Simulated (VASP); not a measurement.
A run of VASP 6.6.1 is set up as follows.

Contents of INCAR:

```
SYSTEM = Li7Bi
PREC = Accurate
ENCUT = 600
EDIFF = 1E-6
ISMEAR = 1
SIGMA = 0.2
LREAL = .False.
LASPH = .True.
NELM = 100
ALGO = Normal
ISIF = 3
LWAVE = .False.
LCHARG = .False.
GGA = PE
IBRION = 2
NSW = 60
EDIFFG = -0.01
```

File KPOINTS:

```
Automatic mesh
0
Gamma
  6 6 6
  0 0 0
```

Contents of POSCAR:

```
Li7Bi
1.0
    0.0000000000      4.3027500000      4.3027500000
    4.3027500000      0.0000000000      4.3027500000
    4.3027500000      4.3027500000      0.0000000000
Li Bi
7 1
Direct
    0.5000000000      0.0000000000      0.0000000000
    0.0000000000      0.5000000000      0.5000000000
    0.0000000000      0.5000000000      0.0000000000
    0.5000000000      0.0000000000      0.5000000000
    0.0000000000      0.0000000000      0.5000000000
    0.5000000000      0.5000000000      0.0000000000
    0.5000000000      0.5000000000      0.5000000000
    0.0000000000      0.0000000000      0.0000000000
```

Potentials or basis: VASP PAW PBE potentials, release 64 (Li_sv, Bi_d).

Command:

```sh
$ cat potpaw_PBE.64/Li_sv/POTCAR potpaw_PBE.64/Bi_d/POTCAR > POTCAR
$ mpirun -np 1 vasp_std > vasp.out
```

Task: What does it give for the relaxed volume?

Result: 19.88 Å³/atom.

Task: Predict the relaxed cell.

Result: a = 6.082 Å, b = 6.082 Å, c = 6.082 Å, α = 60.00°, β = 60.00°, γ = 60.00°.

Task: What does it give for the band gap on the k mesh?

Result: None (metal or under the smearing width).

Step by step:
| step | energy change (eV) | largest force (eV/Å) | pressure (GPa) | volume (Å³) |
| --- | --- | --- | --- | --- |
| 1 | 0.0000 | 0.0000 | -0.09 | 159.32 |
| 2 | -0.0001 | 0.0000 | -0.06 | 159.06 |

Caveat: the cutoff is under 1.25 times the usual one of these potentials, so pressure, stress and relaxed cells hold a basis-set (Pulay) error; spin-orbit coupling is left out, which moves the levels of the heavy elements.
